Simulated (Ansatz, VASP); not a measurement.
## KBr in two plane-wave programs

One calculation is typed for both programs; each brings its own data sets. How far apart do they land? The cell is taken from a series of runs on this material, whose earlier steps may have relaxed, scaled, displaced or heated it; both programs get it as it stands.

Calculated with Ansatz 0.2.0; plane waves, with VASP 6.6.1 beside it; relaxation of cell and atoms at r2SCAN.

## 1. Set-up

Symmetry: Fm-3m, No. 225, cubic system. The conventional cell has a = 6.604 Å, b = 6.604 Å, c = 6.604 Å, α = 90.00°, β = 90.00°, γ = 90.00°. Nearest to K lie 6 Br at 3.30 Å. Nearest to Br lie 6 K at 3.30 Å. Farther neighbours and most contacts between anions are not listed.

## 2. Ansatz: relaxation of cell and atoms, r2SCAN

Ansatz runs on its default PAW (the set named soft_2) files.

The relaxed volume is the usual yardstick between codes: in a stiff, nearly cubic crystal its relative difference is about their pressure difference at one cell divided by the bulk modulus.

input.yaml reads:

```yaml
crystal:
  lattice:
    - [0.0, 3.3022256581, 3.3022256581]
    - [3.3022256581, 0.0, 3.3022256581]
    - [3.3022256581, 3.3022256581, 0.0]
  atoms:
    - { symbol: K, position: [0.0, 0.0, 0.0] }
    - { symbol: Br, position: [0.5, 0.5, 0.5] }
kpoints:
  mp_grid: { grid: [6, 6, 6] }
hamiltonian:
  xc: r2scan
scf:
  occupations: { method: fixed }
output:
  forces: true
  stress: true
  eigenvalues: true
relax:
  adjacent_minimum: "off"
  f_tol: 0.001
  max_steps: 60
  cell: { stress_tol: 0.01 }
```

Started as:

```
$ ansatz run input.yaml --threads 16 --pin off --max-ram 30720MiB --backend cpu --events-out ev --progress --plain --runs-dir out
```

Numbers of over 12 decimals in the logs are rounded to 6 here.

The program printed:

```text
Engine: ansatz 0.2.0, aarch64-unknown-linux-gnu
Pseudopotentials: kind: paw
Pseudopotential: K, paw, valence charge 9, recommended cutoff 500 eV (meta_gga), K.paw.azcp
Pseudopotential: Br, paw, valence charge 7, recommended cutoff 500 eV (meta_gga), Br.paw.azcp
Functional definition: r2SCAN
  parameter k0 = 0.174
  parameter k1 = 0.065
  parameter a1 = 4.9479
  exchange = r2scan_x(k0 = k0, k1 = k1, a1 = a1)
  correlation = r2scan_c
Crystal: 2 atoms, lattice volume = 72.020 Å³
Basis set: ecut = 500 eV, 1837 PW (Γ), exchange–correlation on 144×144×144 points (64 copies of the dense FFT grid, shifted against one another)
Bands: 12, of which v1, the nominal top of the filled ones, is band 8 counted from 1 (7 counted from 0)
Symmetry: 48 space group operations
Space group: Fm-3m (ITA 225), of the structure as read, at distance tolerance 4.2e-5 Å
k-points: 16 of 216
Non-local potential: K, projectors of the file, l = 0: 3, l = 1: 2, l = 2: 2
Non-local potential: Br, projectors of the file, l = 0: 2, l = 1: 2, l = 2: 2
PAW form: soft (Blöchl's): semilocal exchange-correlation on the pseudo side does not see the compensation charge
PAW frozen core: K, regenerated for the run's functional (the file was generated under x = pbe(κ = 0.804, μ = 0.219515), c = pbe(β = 0.066725))
PAW frozen core: Br, regenerated for the run's functional (the file was generated under x = pbe(κ = 0.804, μ = 0.219515), c = pbe(β = 0.066725))
PAW one-centre angular grid: K, 302 points (default); XC on 160 Gauss nodes
PAW one-centre angular grid: Br, 302 points (default); XC on 160 Gauss nodes
Initial density: superposition of atomic densities (neutral atoms: chi_scale 0, normalization atom), corrected by the library's trained network
Initial wavefunctions: pseudopotential atomic-orbital guess
Functional: x = r2scan, c = r2scan; τ floored in thin density (d = 2e-4 eV/Å³)
SCF iter   1: F=—  HF=-4339.299592 eV  |F-HF|=—  |Δ(HF+E_count)|=         —  Δρ=2.49e-3  dr2=3.42e-3  dr2_τ=2.31e-3  ethr=1.77e-3  ⟨swp⟩=5.4  Hψ=1053  notcnv=0  defer=26
preconditioner: auto → none  [insulator: Δε(μ)=5.155 eV  Ē_g=15.673 eV  n_scr=14 (ndim 8)  ℏωp=16.4 eV  f_vac=0.061  ε∞_Penn≈2.1]
SCF iter   2: F=—  HF=-4339.313136 eV  |F-HF|=—  |Δ(HF+E_count)|=   1.35e-2  Δρ=1.04e-3  dr2=2.73e-4  dr2_τ=6.37e-5  ethr=2.14e-5  ⟨swp⟩=3.0  Hψ=507  notcnv=0  defer=30
SCF iter   3: F=—  HF=-4339.313242 eV  |F-HF|=—  |Δ(HF+E_count)|=   1.06e-4  Δρ=3.94e-4  dr2=3.93e-5  dr2_τ=5.14e-6  ethr=1.70e-6  ⟨swp⟩=2.3  Hψ=343  notcnv=0  defer=30
SCF iter   4: F=—  HF=-4339.313267 eV  |F-HF|=—  |Δ(HF+E_count)|=   2.45e-5  Δρ=6.02e-5  dr2=8.04e-7  dr2_τ=5.33e-7  ethr=2.46e-7  ⟨swp⟩=3.0  Hψ=328  notcnv=0  defer=27
iter 5 did not close the SCF: its close was put off for the readings that it lacked (scf_convergence_deferred on its scf_iter line)
SCF iter   5: F=-4339.313268 eV  HF=-4339.313268 eV  |F-HF|=2.57e-8  |Δ(HF+E_count)|=   1.44e-6  Δρ=6.09e-6  dr2=1.17e-8  dr2_τ=3.74e-9  ethr=5.03e-9  ⟨swp⟩=2.0  Hψ=308  notcnv=0  defer=30
SCF iter   6: F=-4339.313268 eV  HF=-4339.313268 eV  |F-HF|=5.09e-11  |Δ(HF+E_count)|=   2.98e-8  Δρ=4.62e-7  dr2=1.73e-10  dr2_τ=1.56e-11  ethr=7.34e-11  ⟨swp⟩=5.5  Hψ=1221  notcnv=0
SCF 1 converged in 6 iterations: F = -4339.313268 eV  dr2 = 1.73e-10
  greatest PAW one-centre occupation: 0.989 electrons in one spin orbital (limit 2), on the K atom at site 0 (counted from 0), in its partial waves of l = 0
relax step   1: F+E_penalty+E_count = -4339.31326798 eV  Δ(F+E_penalty+E_count) = +0.000e0 eV  max|allowed force component| = 7.856e-30 eV/Å  Δτ_max = 0.0000 Å  P = +0.034 GPa  Ω = 72.020 Å³  (6 SCF iters, dr2 threshold 1.00e-7 eV, accepted)
[...]
relax step   2: F+E_penalty+E_count = -4339.31327156 eV  Δ(F+E_penalty+E_count) = -3.578e-6 eV  max|allowed force component| = 2.654e-30 eV/Å  Δτ_max = 0.0000 Å  P = +0.017 GPa  Ω = 72.093 Å³  energy of the carried Pulay correction = -8.123e-6 eV  (5 SCF iters, dr2 threshold 2.82e-9 eV, accepted)
[...]
relax step   3: F+E_penalty+E_count = -4339.31326725 eV  Δ(F+E_penalty+E_count) = +4.304e-6 eV  max|allowed force component| = 3.944e-30 eV/Å  Δτ_max = 0.0000 Å  P = +0.000 GPa  Ω = 72.170 Å³  energy of the carried Pulay correction = -1.655e-5 eV  (5 SCF iters, dr2 threshold 7.31e-10 eV, accepted)
[...]
relax step   4: F+E_penalty+E_count = -4339.31328880 eV  Δ(F+E_penalty+E_count) = -2.155e-5 eV  max|allowed force component| = 5.900e-30 eV/Å  Δτ_max = 0.0000 Å  P = +0.000 GPa  Ω = 72.170 Å³  stress off target by 1.66e-4 GPa  SCF on the basis re-selected at this cell (its energy is not comparable with the rows above)  (5 SCF iters)
basis re-selected at this cell: Δ(F+E_penalty+E_count) = -2.155e-5 eV, ΔP = +0.000 GPa vs the last step (what re-selecting the basis moved, of the pressure what is left beyond the Pulay correction that the steps carried, after the strain that the cell walked since its last selection, with what the two solves' SCF thresholds leave and, on support functions, any second-order correction that the steps lacked; it is no m [...]
SCF converged after 5 iterations
Free energy (F): -4339.313289 eV
Harris-Foulkes:  -4339.313289 eV  (|F-HF|=0.00e0)
Internal energy: -4339.313289 eV  (E = F + TS)
E sigma→0 (E₀):  -4339.313289 eV
Fermi energy:    0.636899 eV
--- Per-component energies (eV) ---
  E_band       = -144.938713
  E_kinetic    = 388.862407
  E_local      = -839.971639  (includes V_loc(G=0)·N_el)
  E_nonlocal   = 82.393097
  E_hartree    = 272.326475
  E_xc         = -385.699174
  E_vxc        = -302.332138  (∫ρ·V_xc dr)
  E_paw        = -3057.980435  (= ΣΔE_a)
  E_vpaw       = -35.692832  (= ΣTr[D̂ρ^β])
  E_aug_tail   = -0.000003  (compensation charges beyond the density's cutoff)
  E_vtau       = 17.149432  (kinetic-family band-sum trace: ∫τ·v_τ [+ j·A + Jᵃ·Aᵃ] dr)
  E_ewald      = -798.889639
  E_core_change = -0.354379  (= ΣΔE_core)
  E_smearing   = -0.000000  (= −TS)
  E_closure    = -0.000000  (closes the sum)
  Σ components = -4339.313289   (vs F -4339.313289, Δ=0.00e0)
--- Forces (eV/Å), atoms counted from 1 ---
  atom   1  K     -0.00000000     0.00000000     0.00000000
  atom   2  Br     0.00000000    -0.00000000     0.00000000
  max |Σ_I F_I| component: 1.13e-29 eV/Å
--- Stress (GPa, compression-positive) ---
        0.000166      -0.000000       0.000000
       -0.000000       0.000166      -0.000000
        0.000000      -0.000000       0.000166
  P = ⅓ Tr σ = 0.0002 GPa (0.002 kbar)
--- Band table (eV; the first three rows and the last of 16) ---
  k-point 0: bands = [... 4 lower, -10.8888, 0.6369, 0.6369, 0.6369, 5.7023, 8.8714, 8.8714, 8.8714]
  k-point 1: bands = [... 4 lower, -10.8242, 0.2852, 0.5505, 0.5505, 6.3508, 8.6880, 9.2080, 9.2080]
  k-point 2: bands = [... 4 lower, -10.7054, -0.2818, 0.3873, 0.3873, 7.4185, 8.9465, 10.1093, 10.1093]
  k-point 15: bands = [... 4 lower, -10.8280, -0.0728, 0.1694, 0.1885, 7.7498, 9.3844, 9.5031, 10.7151]
--- Relaxed structure (3 steps of the walk, 3 accepted, 1 SCFs on fresh bases) ---
  F+E_penalty+E_count = -4339.31328880 eV   max|allowed force component| = 5.900e-30 eV/Å   (the final SCF, on the basis selected at the relaxed cell)
  cell:  # Å, volume = 72.1703 Å³
    - [0, 3.304528, 3.304528]
    - [3.304528, 0, 3.304528]
    - [3.304528, 3.304528, 0]
  atoms:
    - { symbol: K, position: [0, 0, 0] }
    - { symbol: Br, position: [0.5, 0.5, 0.5] }
```

The column dr2 measures how far the density is from self-consistency, as an energy; F and HF (Harris–Foulkes) agree once it is small.

## 3. VASP: relaxation of cell and atoms, r2SCAN

The same cell, functional and mesh now go to VASP, with its own data sets.

Lines of VASP's logs that name or quote its potential files are left out, and so is its time.

INCAR reads:

```
SYSTEM = KBr
PREC = Accurate
ENCUT = 550
EDIFF = 1E-07
NELM = 120
ISMEAR = 0
SIGMA = 0.01
LREAL = .FALSE.
ALGO = Normal
METAGGA = R2SCAN
LASPH = .TRUE.
NBANDS = 14
LORBIT = 11
LWAVE = .FALSE.
LCHARG = .FALSE.
ISIF = 3
IBRION = 2
NSW = 80
EDIFFG = -0.005
GGA_COMPAT = .FALSE.
NELMIN = 4
EFERMI = MIDGAP
LMIXTAU = .TRUE.
```

POSCAR reads:

```
KBr
1.0
    0.0000000000      3.3022260000      3.3022260000
    3.3022260000      0.0000000000      3.3022260000
    3.3022260000      3.3022260000      0.0000000000
K Br
1 1
Direct
    0.0000000000      0.0000000000      0.0000000000
    0.5000000000      0.5000000000      0.5000000000
```

KPOINTS reads:

```
Automatic mesh
0
Gamma
6 6 6
0 0 0
```

The projector-augmented-wave data sets are K_sv and Br (PBE family, release 64).

Started as:

```
$ mpirun -np 1 vasp_std
```

The program printed:

```text
[banner, memory and clock lines left out]
running    1 mpi-ranks, on    1 nodes
 distrk:  each k-point on    1 cores,    1 groups
 distr:  one band on    1 cores,    1 groups

 POSCAR found type information on POSCAR K Br
 POSCAR found :  2 types and       2 ions
|                                                                             |
|               ----> ADVICE to this user running VASP <----                  |
|                                                                             |
|     You enforced a specific xc type in the INCAR file but a different       |
|     [... a line on the potential file left out ...]
|     I HOPE YOU KNOW WHAT YOU ARE DOING!                                     |
|                                                                             |

 LDA part: xc-table for (None), standard interpolation
 POSCAR, INCAR and KPOINTS ok, starting setup
 FFT: planning ... GRIDC
 FFT: planning ... GRID_SOFT
 FFT: planning ... GRID
 WAVECAR not read
 entering main loop
       N       E                     dE             d eps       ncg     rms          rms(c)
DAV:   1     0.807738320121E+02    0.80774E+02   -0.72107E+03   448   0.106E+03
DAV:   2    -0.204766470790E+02   -0.10125E+03   -0.93152E+02   566   0.249E+02
DAV:   3    -0.267044652064E+02   -0.62278E+01   -0.61917E+01   604   0.548E+01
DAV:   4    -0.270163905489E+02   -0.31193E+00   -0.31160E+00   714   0.102E+01
DAV:   5    -0.270182945681E+02   -0.19040E-02   -0.19039E-02   622   0.975E-01    0.295E+00
DAV:   6    -0.236444515880E+02    0.33738E+01   -0.13651E+00   726   0.105E+01    0.196E+00
DAV:   7    -0.230440063274E+02    0.60045E+00   -0.36062E-01   796   0.556E+00    0.609E-01
DAV:   8    -0.237775386407E+02   -0.73353E+00   -0.33873E-01   496   0.478E+00    0.573E-01
DAV:   9    -0.232047518896E+02    0.57279E+00   -0.18658E-01   464   0.420E+00    0.389E-01
DAV:  10    -0.232248909256E+02   -0.20139E-01   -0.33275E-02   484   0.203E+00    0.186E-01
DAV:  12    -0.232483045495E+02   -0.83043E-02   -0.41964E-03   484   0.659E-01    0.882E-02
DAV:  13    -0.232490524214E+02   -0.74787E-03   -0.58333E-04   526   0.253E-01    0.242E-02
DAV:  14    -0.232489317956E+02    0.12063E-03   -0.59072E-05   474   0.857E-02    0.140E-02
DAV:  15    -0.232489310618E+02    0.73382E-06   -0.17191E-06   722   0.820E-03    0.139E-02
DAV:  16    -0.232489160132E+02    0.15049E-04   -0.31943E-07   496   0.634E-03    0.150E-02
DAV:  17    -0.232490657706E+02   -0.14976E-03   -0.43604E-05   448   0.757E-02    0.713E-03
DAV:  18    -0.232490816021E+02   -0.15832E-04   -0.13980E-05   448   0.454E-02    0.769E-03
DAV:  19    -0.232490829890E+02   -0.13869E-05   -0.11008E-06   468   0.128E-02    0.813E-03
DAV:  20    -0.232490823561E+02    0.63292E-06   -0.22712E-07   524   0.516E-03    0.899E-03
DAV:  21    -0.232490825921E+02   -0.23601E-06   -0.10124E-07   326   0.352E-03    0.103E-02
DAV:  22    -0.232490823478E+02    0.24429E-06   -0.20474E-08   332   0.133E-03    0.114E-02
DAV:  23    -0.232490823169E+02    0.30888E-07   -0.32218E-08   320   0.215E-03
   1 F= -.23249082E+02 E0= -.23249082E+02  d E =-.232491E+02
 curvature:   0.00 expect dE= 0.000E+00 dE for cont linesearch  0.000E+00
 trial: gam= 0.00000 g(F)=  0.233E-60 g(S)=  0.244E-04 ort = 0.000E+00 (trialstep = 0.100E+01)
 search vector abs. value=  0.244E-04
 bond charge predicted
       N       E                     dE             d eps       ncg     rms          rms(c)
DAV:   1    -0.232492443153E+02   -0.16197E-03   -0.37304E-03   466   0.567E-01    0.703E-02
DAV:   2    -0.232491317783E+02    0.11254E-03   -0.27883E-04   650   0.144E-01    0.342E-02
DAV:   3    -0.232490994405E+02    0.32338E-04   -0.13173E-04   754   0.907E-02    0.143E-02
DAV:   4    -0.232491007328E+02   -0.12923E-05   -0.37786E-06   454   0.189E-02    0.818E-03
DAV:   5    -0.232490870260E+02    0.13707E-04   -0.91195E-06   464   0.362E-02    0.124E-03
DAV:   6    -0.232490965091E+02   -0.94831E-05   -0.15601E-05   448   0.481E-02    0.135E-03
DAV:   7    -0.232490960541E+02    0.45496E-06   -0.37307E-06   448   0.234E-02    0.591E-04
DAV:   8    -0.232490964218E+02   -0.36764E-06   -0.20384E-07   710   0.364E-03    0.618E-04
DAV:   9    -0.232490961533E+02    0.26851E-06   -0.56980E-09   272   0.913E-04    0.463E-04
DAV:  10    -0.232490962978E+02   -0.14458E-06   -0.18195E-09   224   0.462E-04    0.325E-04
DAV:  11    -0.232490961875E+02    0.11030E-06   -0.93852E-09   320   0.107E-03    0.640E-05
DAV:  12    -0.232490963345E+02   -0.14695E-06   -0.32496E-09   224   0.609E-04    0.877E-05
DAV:  13    -0.232490963183E+02    0.16174E-07   -0.66908E-10   224   0.218E-04
   2 F= -.23249096E+02 E0= -.23249096E+02  d E =-.140014E-04
 trial-energy change:   -0.000014  1 .order   -0.000016   -0.000024   -0.000008
 step:   1.4555(harm=  1.4555)  dis= 0.00000  next Energy=   -23.249100 (dE=-0.178E-04)
 reached required accuracy - stopping structural energy minimisation
```

From OUTCAR (step 3):

```text
ion  position               nearest neighbor table
   1  0.000  0.000  0.000-   2 3.30   2 3.30   2 3.30   2 3.30   2 3.30   2 3.30
   2  0.500  0.500  0.500-   1 3.30   1 3.30   1 3.30   1 3.30   1 3.30   1 3.30

  LATTYP: Found a face centered cubic cell.
 ALAT       =     6.6044520000

 Subroutine GETGRP returns: Found 48 space group operations
 (whereof 48 operations were pure point group operations)

The static configuration has the point symmetry O_h .

 Found     16 irreducible k-points:

   k-points           NKPTS =     16   k-points in BZ     NKDIM =     16   number of bands    NBANDS=     14

   dimension x,y,z NGX =    36 NGY =   36 NGZ =   36
   dimension x,y,z NGXF=    72 NGYF=   72 NGZF=   72

   ENCUT  =  550.0 eV  40.42 Ry    6.36 a.u.   8.93  8.93  8.93*2*pi/ulx,y,z

   NELECT =      16.0000    total number of electrons

 k-points in reciprocal lattice and weights: Automatic mesh
   0.00000000  0.00000000  0.00000000       0.005
   0.16666667  0.00000000  0.00000000       0.037
   0.33333333  0.00000000  0.00000000       0.037
   0.50000000  0.00000000  0.00000000       0.019
   0.16666667  0.16666667  0.00000000       0.028
   0.33333333  0.16666667  0.00000000       0.111
   0.50000000  0.16666667  0.00000000       0.111
  -0.33333333  0.16666667  0.00000000       0.111
  -0.16666667  0.16666667  0.00000000       0.056
[...]
-0.33333333  0.33333333  0.16666667       0.111
  -0.33333333  0.50000000  0.16666667       0.056

 average (electrostatic) potential at core
       1 -40.4578       2 -69.6833

 E-fermi :   0.3730

 k-point     1 :       0.0000    0.0000    0.0000
  band No.  band energies     occupation
    ...
      4     -13.7576      2.00000
      5     -13.7576      2.00000
      6      -2.1619      2.00000
      7      -2.1619      2.00000
      8      -2.1619      2.00000
      9       2.9079      0.00000
     10       6.0737      0.00000
     11       6.0737      0.00000
     12       6.0737      0.00000
     13       7.0522      0.00000
    ...

 k-point     2 :       0.1667    0.0000    0.0000
  band No.  band energies     occupation
    ...
      4     -13.7588      2.00000
      5     -13.6906      2.00000
      6      -2.5134      2.00000
      7      -2.2480      2.00000
      8      -2.2480      2.00000
      9       3.5565      0.00000
     10       5.8913      0.00000
     11       6.4118      0.00000
     12       6.4118      0.00000
     13       7.4188      0.00000
    ...

 k-point     3 :       0.3333    0.0000    0.0000
  band No.  band energies     occupation
    ...
      4     -13.7611      2.00000
      5     -13.5684      2.00000
      6      -3.0801      2.00000
      7      -2.4105      2.00000
      8      -2.4105      2.00000
      9       4.6253      0.00000
     10       6.1502      0.00000
     11       7.3195      0.00000
     12       7.3195      0.00000
     13       8.3400      0.00000
    ...

  Total        0.0057516      0.0057516      0.0057516     -0.0000000     -0.0000000     -0.0000000
  in kB        0.1277831      0.1277831      0.1277831     -0.0000000     -0.0000000     -0.0000000
  external PRESSURE =       0.1277831 kB  Pullay stress =       0.0000000 kB

  energy-cutoff  :      550.00
  volume of cell :       72.12
      direct lattice vectors                 reciprocal lattice vectors
     0.000000000  3.303690008  3.303690008    -0.151345919  0.151345919  0.151345919
     3.303690008  0.000000000  3.303690008     0.151345919 -0.151345919  0.151345919
     3.303690008  3.303690008 -0.000000000     0.151345919  0.151345919 -0.151345919

 POSITION                                       TOTAL-FORCE (eV/Angst)
 -----------------------------------------------------------------------------------
      6.60738      3.30369      3.30369         0.000000      0.000000      0.000000
      3.30369      3.30369      3.30369        -0.000000     -0.000000     -0.000000
 -----------------------------------------------------------------------------------
    total drift:                                0.000000      0.000000      0.000000

  FREE ENERGIE OF THE ION-ELECTRON SYSTEM (eV)
  ---------------------------------------------------
  free  energy   TOTEN  =       -23.2490963183 eV

  energy  without entropy=      -23.2490963183  energy(sigma->0) =      -23.24909632

 reached required accuracy - stopping structural energy minimisation

 total charge
# of ion       s       p       d       tot
------------------------------------------
    1        1.958   5.680   0.022   7.660
    2        1.594   3.339   0.001   4.933
--------------------------------------------------
tot          3.552   9.019   0.023  12.593

[... 3 further parts left out ...]
```

## 4. Side by side

Known differences besides the potentials themselves: VASP keeps PBE cores, Ansatz makes them for the functional; fixed occupations in Ansatz, narrow Gaussian smearing in VASP; the cutoff is 500 eV in Ansatz and 550 eV in VASP; Ansatz adds a Pulay correction to the stress that steers its cell, VASP none. Total energies have different zeros and are not compared.

Both answers:

| quantity | Ansatz | VASP | difference |
| --- | --- | --- | --- |
| volume (Å³) | 72.17 | 72.12 | +0.08 % |
| edge a after relaxation, in the typed setting (Å) | 4.673 | 4.672 | +0.03 % |

## 5. Results

| Item | Value |
| --- | --- |
| difference in volume (relaxation of cell and atoms, r2SCAN) | 0.076 % |

In words: The difference in volume is 0.076 % (relaxation of cell and atoms, r2SCAN), within the 1.2 % picked in this series as the mark of a large difference, as far as the stopping tolerances let one tell. How closely two codes agree says nothing of how well the functional describes the real material.

[Lines on the potential files, build, host, timing and source positions are cut from VASP's logs without a mark.]

[Logs are printed without paths, hosts, clocks, repeated set-up lines and the standing remarks that a program may print on its own settings, such as how far it seeks lower states.]

[Hosts, paths, dates, database ids (printed as entryN), source tags and the programs' standing remarks are cut or masked in the printed files.]
